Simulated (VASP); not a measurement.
VASP input:

**INCAR**
```
GGA=PE
LMAXMIX=4
PREC=Accurate
LCHARG=.FALSE.
LWAVE=.FALSE.
NELM=100   ! most electronic steps
EDIFF=1E-3   ! SCF stop (eV)
SIGMA=0.1
ENCUT=520   ! plane-wave cut-off (eV)
LASPH=.TRUE.   ! aspherical one-centre terms
ISIF=2   ! forces and stress, cell fixed
ISMEAR=1   ! Methfessel-Paxton
ALGO=Normal   ! blocked Davidson
LREAL=.FALSE.
SYSTEM=ZrC
```

File POSCAR:
```
ZrC
1.0
  0.0000000000   2.3500000000   2.3500000000
  2.3500000000   0.0000000000   2.3500000000
  2.3500000000   2.3500000000   0.0000000000
Zr C
1 1
Cartesian
  0.0000000000   0.0000000000   0.0000000000
  2.3500000000   2.3500000000   2.3500000000
```

File KPOINTS:
```
Automatic mesh
0
Gamma
12 12 12
0 0 0
```

POTCAR, in this order: Zr_sv C (PBE.64 set). Program: vasp_std.

### Question
Translate this PBE calculation to Quantum ESPRESSO's pw.x.

### Answer
One equivalent input (not run):
```
&CONTROL
  calculation = 'scf'
  pseudo_dir = './pseudo'
  outdir = './out'
  tprnfor = .true.
  tstress = .true.
/
&SYSTEM
  ibrav = 0
  nat = 2
  ntyp = 2
  ecutwfc = 82
  occupations = 'smearing'
  smearing = 'methfessel-paxton'
  degauss = 0.00735
  input_dft = 'pbe'
/
&ELECTRONS
  conv_thr = 7.3e-05
  electron_maxstep = 100
/
ATOMIC_SPECIES
  Zr 91.224 Zr.upf
  C 12.011 C.upf
CELL_PARAMETERS angstrom
     0.0000000    2.3500000    2.3500000
     2.3500000    0.0000000    2.3500000
     2.3500000    2.3500000    0.0000000
ATOMIC_POSITIONS crystal
  Zr   0.0000000  0.0000000  0.0000000
  C    0.5000000  0.5000000  0.5000000
K_POINTS automatic
  12 12 12 0 0 0
```
What does not carry over: the potentials are each code's own (VASP's PAW set, PseudoDojo norm-conserving files in pw.x), so ENCUT and ecutwfc are chosen apart and not converted; conv_thr bounds pw.x's estimated SCF error, while EDIFF bounds the energy change between steps.

The compound is ZrC in the rock salt structure. The cell was not relaxed at this level. The run is one of a series of settings (EDIFF = 1E-3 against the base run), some of them coarse on purpose.
